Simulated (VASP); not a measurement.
Runs of VASP 6.6.1 on SbPd4. All rows change the cell; the cell of one of them follows. It takes space group Im-3m (No. 229, cubic). Conventional cell: a = 5.920 Å, b = 5.920 Å, c = 5.920 Å, α = 90.00°, β = 90.00°, γ = 90.00°. Sb (site symmetry m-3m) has 8 Pd at 2.56 Å as nearest neighbours. Pd (site symmetry -3m) has 2 Sb at 2.56 Å as nearest neighbours. The cell was built by a generator and needn't be a form met in nature.

| task | cell | k mesh | cutoff (eV) | mesh quality | gap on the mesh (eV) | pressure (GPa) | relaxed volume (Å³/atom) |
| --- | --- | --- | --- | --- | --- | --- | --- |
| relaxation of cell and atoms | relaxed from: species swapped into the Hg4Pt type (Im-3m, No. 229) | 10 × 10 × 10 | 600 | not flagged | none | 0.0 | 20.80 |
| single point | species swapped into the Hg4Pt type (Im-3m, No. 229) | 10 × 10 × 10 | 520 | not flagged | none | -0.1 | - |
| single point | species swapped into the Hg4Pt type (Im-3m, No. 229) | 4 × 4 × 4 | 520 | coarse | none | 0.2 | - |
| relaxation of cell and atoms | relaxed from: species swapped into the Hg4Pt type (Im-3m, No. 229) | 4 × 4 × 4 | 600 | coarse | none | 0.1 | (a) |

Alike in all rows: level PBE; potentials or basis VASP PAW PBE potentials, release 64 (Sb, Pd); no spin polarisation; smearing gaussian 0.1 eV.

Task: Estimate the missing entries.

Result: (a) 20.77.

Caveats: some runs use coarse meshes; the volume moved by over 15 % at a fixed basis, so the end points are rough (some runs).

A k mesh can miss the band edges, and the runs leave out spin-orbit coupling on Pd, Sb.

A gap of «none» marks a metal or a gap under the smearing width.
